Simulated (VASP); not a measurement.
Here is the system:

```
CELL_PARAMETERS angstrom
      0.00000     2.70150     2.77592
      2.73584     0.00000     2.77592
      2.73584     2.70150     0.00000
ATOMIC_POSITIONS crystal
  Ce 0.00000 0.00000 0.00000
  O  0.25000 0.25000 0.25000
  O  0.74625 0.75375 0.75375
```

Level of theory: PBE GGA, VASP's PBE PAW potentials (set 64) (plane waves; VASP). Settings: 750 eV cut-off, 6×6×6 Γ-centred mesh, Gaussian smearing of 0.050 eV, potentials Ce O.

What does the run give for the energy per atom (σ→0), pressure, largest force?

| Item | Result |
|---|---|
| energy per atom (σ→0) | -843.5 kJ/mol of atoms |
| pressure | -1.01 GPa |
| largest force | 0.00261 Ha/bohr |

Only differences to runs with the same potentials and settings are physical.

The compound is CeO2 in the fluorite structure. The cell was not relaxed at this level, atoms are displaced from their ideal sites. The run is one of a series of settings (ENCUT = 750 against the base run), some of them coarse on purpose. The run is not spin-polarised, so no magnetic state was tried.
